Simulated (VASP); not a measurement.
Here is the system:

```xyz
2
Lattice="0.0000 2.2131 2.2131 2.2131 0.0000 2.2131 2.2131 2.2131 0.0000" Properties=species:S:1:pos:R:3 pbc="T T T"
Si     0.0000     0.0000     0.0000
C      1.1066     1.1066     1.1066
```

All values below come from vdW-DF2, VASP's PBE PAW potentials (set 64) (plane waves; VASP 6.6.1). Run with 520 eV cut-off, Gaussian smearing of 0.050 eV, potentials Si C.

Question: What does the run give for the band gap (along the path) with the smallest direct gap where there is one?

Answer: 
- band gap (along the path) = 1.96 eV
- smallest direct gap (along the path) = 4.98 eV

The absolute energy has meaning only against runs of the same code, potentials and settings.

The compound is SiC in the zinc blende structure. It was relaxed first.
